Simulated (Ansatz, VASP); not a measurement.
## Cu (Cu(110)): VASP beside Ansatz

Aim: how closely do two programs agree when they are given the same cell, functional and k mesh? Of the first pair: The cell is taken from a series of runs on this material, whose earlier steps may have relaxed, scaled, displaced or heated it; both programs get it as it stands.

Calculated with Ansatz 0.2.0; plane waves, with VASP 6.6.1 beside it; single point at PBE.

**1. Set-up**

The cell holds 3 atoms: 3 Cu. Cell: a = 3.610 Å, b = 2.553 Å, c = 20.553 Å, α = 90.0°, β = 90.0°, γ = 90.0°. Vacuum lies along c.

As a file:

```cif
data_structure
_symmetry_space_group_name_H-M 'P 1'
_symmetry_Int_Tables_number 1
_cell_length_a 3.6100
_cell_length_b 2.5527
_cell_length_c 20.5527
_cell_angle_alpha 90.000
_cell_angle_beta 90.000
_cell_angle_gamma 90.000
_cell_volume 189.39
loop_
_atom_site_label
_atom_site_type_symbol
_atom_site_fract_x
_atom_site_fract_y
_atom_site_fract_z
_atom_site_occupancy
Cu1 Cu 0.00000 0.00000 0.43790 1
Cu2 Cu 0.50000 0.50000 0.49752 1
Cu3 Cu 0.00000 0.00000 0.55714 1
```

**2. VASP: single point, PBE, pair 1**

A single point gives forces, pressure and levels at one fixed geometry, so differences don't come from the geometry; what else differs is listed under the comparison.

Lines of VASP's logs that name or quote its potential files are left out, and so is its time.

The input, INCAR:

```
SYSTEM = Cu
PREC = Accurate
ENCUT = 520
EDIFF = 1E-06
NELM = 120
ISMEAR = -1
SIGMA = 0.1
LREAL = .FALSE.
ALGO = Normal
GGA = PE
NBANDS = 22
LASPH = .TRUE.
LORBIT = 11
LWAVE = .FALSE.
LCHARG = .FALSE.
ISIF = 2
LDIPOL = .TRUE.
IDIPOL = 3
DIPOL = 0.5 0.5 0.498
LVHAR = .TRUE.
GGA_COMPAT = .FALSE.
NELMDL = -8
```

The input, POSCAR:

```
Cu
1.0
    3.6100000000      0.0000000000      0.0000000000
    0.0000000000      2.5526554801      0.0000000000
    0.0000000000      0.0000000000     20.5526554801
Cu
3
Direct
    0.0000000000      0.0000000000      0.4378996188
    0.5000000000      0.5000000000      0.4975214941
    0.0000000000      0.0000000000      0.5571433694
```

The input, KPOINTS:

```
Automatic mesh
0
Gamma
9 12 1
0 0 0
```

Potentials, in the order of the species: Cu (PBE family, release 64).

Started as:

```console
$ mpirun -np 1 vasp_std
```

Numbers of over 12 decimals in the logs are rounded to 6 here.

What it wrote:

```text
[banner, memory and clock lines left out]
running    1 mpi-ranks, on    1 nodes
 distrk:  each k-point on    1 cores,    1 groups
 distr:  one band on    1 cores,    1 groups

 POSCAR found type information on POSCAR Cu
 POSCAR found :  1 types and       3 ions
 LDA part: xc-table for (Slater+PW92), standard interpolation
 POSCAR, INCAR and KPOINTS ok, starting setup
 FFT: planning ... GRIDC
 FFT: planning ... GRID_SOFT
 FFT: planning ... GRID
 WAVECAR not read
 entering main loop
       N       E                     dE             d eps       ncg     rms          rms(c)
DAV:   1     0.242202280109E+03    0.24220E+03   -0.12711E+04  1540   0.141E+03
DAV:   2    -0.112918609826E+01   -0.24333E+03   -0.23066E+03  1540   0.316E+02
DAV:   3    -0.111508481741E+02   -0.10022E+02   -0.96402E+01  1810   0.106E+02
DAV:   4    -0.114338120013E+02   -0.28296E+00   -0.28173E+00  1786   0.196E+01
DAV:   5    -0.114423033376E+02   -0.84913E-02   -0.84906E-02  2008   0.274E+00
DAV:   6    -0.114426586641E+02   -0.35533E-03   -0.35532E-03  2090   0.497E-01
DAV:   7    -0.114426713207E+02   -0.12657E-04   -0.12657E-04  2180   0.769E-02
DAV:   8    -0.114426718575E+02   -0.53680E-06   -0.53680E-06  1568   0.133E-02    0.114E+01
DAV:   9    -0.104885173361E+02    0.95415E+00   -0.23176E+01  1774   0.110E+02    0.652E+00
DAV:  10    -0.946426750402E+01    0.10242E+01   -0.49675E+00  1852   0.668E+01    0.146E+00
DAV:  11    -0.945528132829E+01    0.89862E-02   -0.57802E-01  2098   0.273E+01    0.746E-01
DAV:  12    -0.944837576901E+01    0.69056E-02   -0.14166E-01  2180   0.101E+01    0.808E-01
DAV:  13    -0.944111405924E+01    0.72617E-02   -0.96238E-02  1740   0.712E+00    0.387E-01
DAV:  14    -0.943806572859E+01    0.30483E-02   -0.80402E-03  1948   0.228E+00    0.223E-01
[...]
DAV:  19    -0.943709943912E+01   -0.92368E-04   -0.41651E-05  1724   0.125E-01    0.280E-03
DAV:  20    -0.943715310684E+01   -0.53668E-04   -0.65926E-06  1566   0.360E-02    0.302E-03
DAV:  21    -0.943716822371E+01   -0.15117E-04   -0.16556E-06  1148   0.423E-02    0.359E-03
DAV:  22    -0.943717188073E+01   -0.36570E-05   -0.16482E-06  1100   0.341E-02    0.643E-04
DAV:  23    -0.943717513729E+01   -0.32566E-05   -0.32451E-07  1104   0.147E-02    0.524E-04
DAV:  24    -0.943717681842E+01   -0.16811E-05   -0.11696E-07  1160   0.879E-03    0.139E-04
DAV:  25    -0.943717884415E+01   -0.20257E-05   -0.10188E-07  1004   0.543E-03    0.532E-04
DAV:  26    -0.943717949815E+01   -0.65400E-06   -0.49761E-08  1034   0.731E-03
   1 F= -.94371795E+01 E0= -.94209260E+01  d E =-.325070E-01
```

Parts of OUTCAR (step 2):

```text
ion  position               nearest neighbor table
   1  0.000  0.000  0.438-   3 2.45   2 2.53   2 2.53   2 2.53   2 2.53
   2  0.500  0.500  0.498-   1 2.53   1 2.53   1 2.53   1 2.53   3 2.53   3 2.53   3 2.53   3 2.53

  LATTYP: Found a simple orthorhombic cell.
 ALAT       =     2.5526554801
 B/A-ratio  =     1.4142135624
 C/A-ratio  =     8.0514803664

 Subroutine GETGRP returns: Found  8 space group operations
 (whereof  4 operations were pure point group operations)

The static configuration has the point symmetry C_2v.
 The point group associated with its full space group is D_2h.

 Found     35 irreducible k-points:

   k-points           NKPTS =     35   k-points in BZ     NKDIM =     35   number of bands    NBANDS=     22

   dimension x,y,z NGX =    28 NGY =   20 NGZ =  160
   dimension x,y,z NGXF=    56 NGYF=   40 NGZF=  320

   ENCUT  =  520.0 eV  38.22 Ry    6.18 a.u.   6.71  4.75 38.21*2*pi/ulx,y,z

   NELECT =      33.0000    total number of electrons

 k-points in reciprocal lattice and weights: Automatic mesh
   0.00000000  0.00000000  0.00000000       0.009
   0.11111111  0.00000000  0.00000000       0.019
   0.22222222  0.00000000  0.00000000       0.019
   0.33333333  0.00000000  0.00000000       0.019
   0.44444444  0.00000000  0.00000000       0.019
   0.00000000  0.08333333  0.00000000       0.019
   0.11111111  0.08333333  0.00000000       0.037
   0.22222222  0.08333333  0.00000000       0.037
   0.33333333  0.08333333  0.00000000       0.037
[...]
0.33333333  0.50000000  0.00000000       0.019
   0.44444444  0.50000000  0.00000000       0.019

 dipolmoment           0.000000      0.000000      0.000000 electrons x Angstroem

 average (electrostatic) potential at core
       1 -72.9184       2 -73.3238       3 -72.9184

 E-fermi :  -2.1297

 k-point     1 :       0.0000    0.0000    0.0000
  band No.  band energies     occupation
    ...
     13      -3.8372      2.00000
     14      -3.8108      2.00000
     15      -3.5992      2.00000
     16      -3.5083      2.00000
     17      -3.4413      2.00000
     18      -1.1424      0.00010
     19       1.6437      0.00000
     20       1.6442      0.00000
     21       2.1918      0.00000
     22       3.1136      0.00000

 k-point     2 :       0.1111    0.0000    0.0000
  band No.  band energies     occupation
    ...
     13      -3.8531      2.00000
     14      -3.7921      2.00000
     15      -3.5925      2.00000
     16      -3.4739      2.00000
     17      -3.4611      2.00000
     18      -1.0301      0.00003
     19       0.6323      0.00000
     20       1.7602      0.00000
     21       2.3322      0.00000
     22       3.2510      0.00000

 k-point     3 :       0.2222    0.0000    0.0000
  band No.  band energies     occupation
    ...
     13      -3.9439      2.00000
     14      -3.7154      2.00000
     15      -3.5673      2.00000
     16      -3.5118      2.00000
     17      -3.3793      1.99999
     18      -1.0706      0.00005
     19      -0.6989      0.00000
     20       1.8836      0.00000
     21       2.7480      0.00000
     22       2.7506      0.00000

  Total       -1.2378076     -1.6039403      0.0472585      0.0000000      0.0000000      0.0000000
  in kB      -10.4711985    -13.5684872      0.3997818      0.0000000      0.0000000      0.0000000
  external PRESSURE =      -7.8799680 kB  Pullay stress =       0.0000000 kB

  energy-cutoff  :      520.00
  volume of cell :      189.39
      direct lattice vectors                 reciprocal lattice vectors
     3.610000000  0.000000000  0.000000000     0.277008310  0.000000000  0.000000000
     0.000000000  2.552655480  0.000000000     0.000000000  0.391748909  0.000000000
     0.000000000  0.000000000 20.552655480     0.000000000  0.000000000  0.048655513

 POSITION                                       TOTAL-FORCE (eV/Angst)
 -----------------------------------------------------------------------------------
      0.00000      0.00000      9.00000         0.000000      0.000000     -0.028279
      1.80500      1.27633     10.22539         0.000000      0.000000     -0.000000
      0.00000      0.00000     11.45078         0.000000      0.000000      0.028279
 -----------------------------------------------------------------------------------
    total drift:                                0.000000      0.000000     -0.000311

  FREE ENERGIE OF THE ION-ELECTRON SYSTEM (eV)
  ---------------------------------------------------
  free  energy   TOTEN  =        -9.4371794982 eV

  energy  without entropy=       -9.4046724987  energy(sigma->0) =       -9.42092600

 vacuum level on the upper side and lower side of the slab         2.278         2.278

 total charge
# of ion       s       p       d       tot
------------------------------------------
    1        0.442   0.234   9.227   9.904
    2        0.451   0.345   9.168   9.965
    3        0.442   0.234   9.227   9.904
--------------------------------------------------
tot          1.336   0.814  27.623  29.773

[... 3 further parts left out ...]
```

**3. Ansatz: single point, PBE, pair 1**

Ansatz runs on its default PAW (the set named soft_2) files.

The same cell, functional, mesh and smearing now go to Ansatz, which takes its cutoff from its data sets.

The input, input.yaml:

```yaml
crystal:
  lattice:
    - [3.61, 0.0, 0.0]
    - [0.0, 2.5526554801, 0.0]
    - [0.0, 0.0, 20.5526554801]
  atoms:
    - { symbol: Cu, position: [0.0, 0.0, 0.4378996188] }
    - { symbol: Cu, position: [0.5, 0.5, 0.4975205209] }
    - { symbol: Cu, position: [0.0, 0.0, 0.5571433694] }
kpoints:
  mp_grid: { grid: [9, 12, 1] }
hamiltonian:
  xc: pbe
scf:
  occupations: { method: fermi_dirac, width: 0.1 }
efield:
  axis: 3
  dipole_correction: true
  ramp_width: 0.05
output:
  forces: true
  band_densities:
    - { e_range: [-2.0, 0] }
    - { e_range: [-1.0, 0] }
    - { e_range: [0, 1.5] }
  write_potential: true
  write_density: true
  volumetric_format: npy
```

Started as:

```console
$ ansatz run input.yaml --threads 4 --pin off --max-ram 8192MiB --backend cpu --events-out ev --progress --plain --runs-dir out
```

What it wrote:

```text
Engine: ansatz 0.2.0, x86_64-unknown-linux-gnu
Pseudopotentials: kind: paw
Pseudopotential: Cu, paw, valence charge 19, recommended cutoff 420 eV (normal), Cu.paw.azcp
Functional definition: PBE
  parameter kappa = 0.804
  parameter beta = 0.066725
  exchange = pbe_x(kappa = kappa, mu = beta*pi^2/3)
  correlation = pbe_c(beta = beta)
Crystal: 3 atoms, lattice volume = 189.394 Å³
Basis set: ecut = 420 eV, 3717 PW (Γ), exchange–correlation on 50×36×288 points (8 copies of the dense FFT grid, shifted against one another)
Bands: 35, of which v1, the nominal top of the filled ones, is band 29 counted from 1 (28 counted from 0)
Symmetry: 4 space group operations
k-points: 35 of 108
Non-local potential: Cu, projectors of the file, l = 0: 3, l = 1: 2, l = 2: 3, l = 3: 1
PAW form: soft (Blöchl's): semilocal exchange-correlation on the pseudo side does not see the compensation charge
PAW one-centre angular grid: Cu, 590 points (default); XC on 64 Gauss nodes
Initial density: superposition of atomic densities (neutral atoms: chi_scale 0, normalization atom), corrected by the library's trained network
Initial wavefunctions: pseudopotential atomic-orbital guess
Functional: x = pbe(κ = 0.804, μ = 0.219515), c = pbe(β = 0.066725)
SCF iter   1: F=—  HF=-19873.729931 eV  |F-HF|=—  |Δ(HF+E_count)|=         —  Δρ=1.85e-3  dr2=7.77e-3  ethr=1.77e-3  p=-0.000 e·Å  D=-4.56e-6 V/Å  ΔV_dip=0.00 eV  dr2_dipole=7.71e-13  V_vac-E_F(+/−)=4.45/4.45 eV  ⟨swp⟩=9.4  Hψ=5807  notcnv=0
efield: sawtooth ramp at fractional position 0.9725 (placed from the atoms, in the widest stretch of the axis that holds none; the zero of the levels goes with the place), width 0.0500; the density the first Hamiltonian is built on has a dipole p = -0.000 e·Å; the dipole correction subtracts the counter field D = -4.56e-6 V/Å, which shifts the + side's vacuum level by +0.00 eV against the − side's; the planar-averaged density in the ramp window peaks in size at 2.0e-5 e/Å³
preconditioner: auto → LDOS  [metal: Δε(μ)=0.118 eV  Ē_g=7.291 eV  σ=0.100 eV  W_gap=0.28  n_scr=32 (ndim 8)  ℏωp=15.5 eV  f_vac=0.731  D(μ)=1.02/eV (n_scr^D=6)  β→1.0]
SCF iter   2: F=—  HF=-19873.742162 eV  |F-HF|=—  |Δ(HF+E_count)|=   1.22e-2  Δρ=5.04e-3  dr2=3.02e-2  ethr=1.36e-5  p=0.000 e·Å  D=2.02e-5 V/Å  ΔV_dip=-0.00 eV  dr2_dipole=3.26e-9  V_vac-E_F(+/−)=4.43/4.43 eV  ⟨swp⟩=3.1  Hψ=3125  notcnv=0  defer=28
SCF iter   3: F=—  HF=-19873.736196 eV  |F-HF|=—  |Δ(HF+E_count)|=   5.97e-3  Δρ=1.69e-3  dr2=3.22e-3  ethr=1.36e-5  p=0.000 e·Å  D=3.02e-5 V/Å  ΔV_dip=-0.00 eV  dr2_dipole=1.42e-8  V_vac-E_F(+/−)=4.45/4.45 eV  ⟨swp⟩=2.0  Hψ=2353  notcnv=0  defer=28
SCF iter   4: F=—  HF=-19873.735415 eV  |F-HF|=—  |Δ(HF+E_count)|=   7.81e-4  Δρ=3.15e-4  dr2=1.34e-4  ethr=5.65e-6  p=-0.000 e·Å  D=-4.93e-6 V/Å  ΔV_dip=0.00 eV  dr2_dipole=1.74e-9  V_vac-E_F(+/−)=4.43/4.43 eV  ⟨swp⟩=2.0  Hψ=1853  notcnv=0  defer=28
SCF iter   5: F=—  HF=-19873.735413 eV  |F-HF|=—  |Δ(HF+E_count)|=   1.93e-6  Δρ=1.90e-4  dr2=4.23e-5  ethr=2.36e-7  p=0.000 e·Å  D=1.38e-5 V/Å  ΔV_dip=-0.00 eV  dr2_dipole=2.23e-10  V_vac-E_F(+/−)=4.42/4.42 eV  ⟨swp⟩=2.0  Hψ=1755  notcnv=0  defer=28
SCF iter   6: F=—  HF=-19873.735411 eV  |F-HF|=—  |Δ(HF+E_count)|=   1.88e-6  Δρ=1.26e-4  dr2=1.96e-5  ethr=7.41e-8  p=-0.000 e·Å  D=-1.30e-5 V/Å  ΔV_dip=0.00 eV  dr2_dipole=1.27e-9  V_vac-E_F(+/−)=4.43/4.43 eV  ⟨swp⟩=2.0  Hψ=1773  notcnv=0  defer=27
SCF iter   7: F=—  HF=-19873.735409 eV  |F-HF|=—  |Δ(HF+E_count)|=   1.87e-6  Δρ=2.64e-5  dr2=1.02e-6  ethr=3.43e-8  p=-0.000 e·Å  D=-2.52e-6 V/Å  ΔV_dip=0.00 eV  dr2_dipole=2.01e-11  V_vac-E_F(+/−)=4.43/4.42 eV  ⟨swp⟩=2.0  Hψ=1595  notcnv=0  defer=27
SCF iter   8: F=—  HF=-19873.735409 eV  |F-HF|=—  |Δ(HF+E_count)|=   6.21e-7  Δρ=2.00e-5  dr2=4.76e-7  ethr=1.79e-9  p=-0.000 e·Å  D=-1.18e-5 V/Å  ΔV_dip=0.00 eV  dr2_dipole=4.53e-10  V_vac-E_F(+/−)=4.43/4.43 eV  ⟨swp⟩=2.0  Hψ=1779  notcnv=0  defer=27
SCF iter   9: F=-19873.735410 eV  HF=-19873.735410 eV  |F-HF|=2.05e-8  |Δ(HF+E_count)|=   6.08e-8  Δρ=6.12e-6  dr2=5.24e-8  ethr=1.75e-10  p=-0.000 e·Å  D=-3.52e-6 V/Å  ΔV_dip=0.00 eV  dr2_dipole=6.83e-12  V_vac-E_F(+/−)=4.43/4.43 eV  ⟨swp⟩=14.3  Hψ=9915  notcnv=0
SCF 1 converged in 9 iterations: F = -19873.735410 eV  dr2 = 5.24e-8
  greatest PAW one-centre occupation: 1.000 electrons in one spin orbital (limit 2), on the Cu atom at site 0 (counted from 0), in its partial waves of l = 0
NSCF: frozen V_eff on 3 k-points
efield: sawtooth ramp at fractional position 0.9725 (kept from the solve that this one continues, or follows in the run), width 0.0500; the density the first Hamiltonian is built on has a dipole p = -0.000 e·Å; the dipole correction subtracts the counter field D = -3.52e-6 V/Å, which shifts the + side's vacuum level by +0.00 eV against the − side's; the planar-averaged density in the ramp window peaks in size at 1.7e-5 e/Å³
WARN: The input density's exchange-correlation potential varies sharply where the density is thin. Do not read a vacuum level from v_tot or v_xc, or from such a field of the output density. On a cell that repeats whose density bears no net charge and no dipole along the vacuum's axis use v_es (v_loc + v_h of the components); under efield.dipole_correction with no amplitude use v_es + v_field, which holds any external [...]
SCF converged after 9 iterations
Free energy (F): -19873.735410 eV
Harris-Foulkes:  -19873.735410 eV  (|F-HF|=2.05e-8)
Internal energy: -19873.702271 eV  (E = F + TS)
E sigma→0 (E₀):  -19873.718840 eV
Entropy (-TS):   -0.033138 eV (-11.046 meV/atom)
Fermi energy:    -0.428482 eV
Dipole field:    D = -0.000007 V/Å  (p = -0.000007 e·Å, saw-weighted, corrected)
Work function:   Φ+ = 4.4253 eV   Φ− = 4.4252 eV
Levels:          The Fermi level and band energies are counted from a zero that moves with the ramp; work functions are not
--- Per-component energies (eV) ---
  E_band       = -2033.634793
  E_kinetic    = 898.099887
  E_local      = -87127.181782  (includes V_loc(G=0)·N_el)
  E_nonlocal   = 1180.171159
  E_hartree    = 42365.073262
  E_xc         = -264.303821
  E_vxc        = -340.658775  (∫ρ·V_xc dr)
  E_paw        = -4998.695966  (= ΣΔE_a)
  E_vpaw       = -1374.230129  (= ΣTr[D̂ρ^β])
  E_aug_tail   = 0.000840  (compensation charges beyond the density's cutoff)
  E_efield     = 0.000000  (sawtooth field / dipole correction)
  E_vefield    = -0.000000  (∫n·V_field dr)
  E_ewald      = 28073.134149
  E_smearing   = -0.033138  (= −TS)
  E_closure    = 0.000000  (closes the sum)
  Σ components = -19873.735410   (vs F -19873.735410, Δ=0.00e0)
--- Forces (eV/Å), atoms counted from 1 ---
  atom   1  Cu     0.00000000     0.00000000     0.00153399
  atom   2  Cu     0.00000000     0.00000000     0.00006708
  atom   3  Cu    -0.00000000     0.00000000    -0.00157331
  max |Σ_I F_I| component: 2.78e-5 eV/Å
--- Band table (eV; the first three rows and the last of 35) ---
  k-point 0: bands = [... 25 lower, -2.0761, -1.8616, -1.7871, -1.7005, 0.5584, 3.3162, 3.3540, 3.9052, ... 2 higher]
  k-point 1: bands = [... 25 lower, -1.9663, -1.9450, -1.7814, -1.6850, 0.7431, 3.5104, 3.6094, 4.0659, ... 2 higher]
  k-point 2: bands = [... 25 lower, -2.0883, -1.9218, -1.8326, -1.4963, 1.2646, 3.9759, 4.4131, 4.5464, ... 2 higher]
  k-point 34: bands = [... 25 lower, -1.7536, -1.6754, 0.5505, 0.9734, 4.1291, 4.3350, 4.8946, 5.5324, ... 2 higher]
--- Band densities, each state counted as filled ---
  window                                       electrons  max residual (eV)  cut levels
  e_range: [-2, 0]                             12.648148             4.4e-9           0
  e_range: [-1, 0]                              1.185185             4.4e-9           0
  e_range: [0, 1.5]                             1.759259             4.9e-4           0
```

In the SCF lines HF is the Harris–Foulkes energy and dr2 the Hartree energy of the density residual, in eV; the loop may stop once dr2 is under the threshold and the program's other checks hold. Hψ counts applications of the Hamiltonian.

**4. Comparison**

Known differences besides the potentials themselves: the data sets hold 57 valence electrons in Ansatz (on its default PAW (the set named soft_2) files) and 33 in VASP; the cutoff is 420 eV in Ansatz and 520 eV in VASP. Total energies have different zeros and are not compared.

Both answers:

```tsv
quantity	Ansatz	VASP	difference
work function, lower of the two faces (eV)	4.43	4.41	+0.02
work function, higher of the two faces (eV)	4.43	4.41	+0.02
```

At this near-relaxed geometry the largest component of a force difference is 30 meV/Å. With vacuum in the cell, a pressure given here is an average over mostly empty space and none of the material.

**5. Other set-ups**

Further runs change the set-up of one program: Ansatz's method, potentials or start, or VASP's data sets, cutoff or form of LDA. The table gives Ansatz less VASP for each quantity, since a change that brings one quantity closer may part another.

```tsv
run	r.m.s. force difference (meV/Å)	work function, lower of the two faces (eV)	work function, higher of the two faces (eV)
as above	14	0.017	0.018
VASP with the data sets Cu_sv_GW and a cutoff of 610 eV	0.86	-0.0031	-0.0030
```

**6. Ansatz: relaxation, PBE**

The two programs are compared at the cell with which this relaxation starts, whose forces are those of its first step.

The structure compared here is the start of the Ansatz relaxation; VASP solves that cell, so the two are compared at the walk's first step.

input.yaml, the sections that differ from step 3:

```yaml
crystal:
  lattice:
    - [3.61, 0.0, 0.0]
    - [0.0, 2.5526554801, 0.0]
    - [0.0, 0.0, 20.5526554801]
  atoms:
    - { symbol: Cu, position: [0.0, 0.0, 0.4378996188] }
    - { symbol: Cu, position: [0.5, 0.5, 0.5] }
    - { symbol: Cu, position: [0.0, 0.0, 0.5621003812] }
relax:
  f_tol: 0.02
  max_steps: 60
  constraints: [{ sites: [0] }]
output:
  write_potential: true
  write_density: true
  volumetric_format: npy
# kpoints, hamiltonian, scf, efield: as in step 3
```

What it wrote:

```text
[...]
Crystal: 3 atoms, lattice volume = 189.394 Å³
Basis set: ecut = 420 eV, 3717 PW (Γ), exchange–correlation on 50×36×288 points (8 copies of the dense FFT grid, shifted against one another)
Bands: 35, of which v1, the nominal top of the filled ones, is band 29 counted from 1 (28 counted from 0)
Symmetry: 4 space group operations
k-points: 35 of 108
[...]
--- Relaxed structure (4 steps of the walk, 4 accepted, 0 SCFs on fresh bases) ---
  F+E_penalty+E_count = -19873.73540950 eV   max|allowed force component| = 1.567e-3 eV/Å
  atoms:
    - { symbol: Cu, position: [0.0, 0.0, 0.437900] }
    - { symbol: Cu, position: [0.5, 0.5, 0.497521] }
    - { symbol: Cu, position: [-4.699830308786114e-18, 0.0, 0.557143] }
[key lines of the parts left out:]
SCF converged after 6 iterations
Free energy (F): -19873.735409 eV
Fermi energy:    -0.428577 eV
Dipole field:    D = 0.000017 V/Å  (p = 0.000018 e·Å, saw-weighted, corrected)
Work function:   Φ+ = 4.4251 eV   Φ− = 4.4255 eV
```

(Part 1 of 2 ends here.)

[Lines on the potential files, build, host, timing and source positions are cut from VASP's logs without a mark.]

[Logs are printed without paths, hosts, clocks, repeated set-up lines and the standing remarks that a program may print on its own settings, such as how far it seeks lower states.]

[Hosts, paths, dates, database ids (printed as entryN), source tags and the programs' standing remarks are cut or masked in the printed files.]
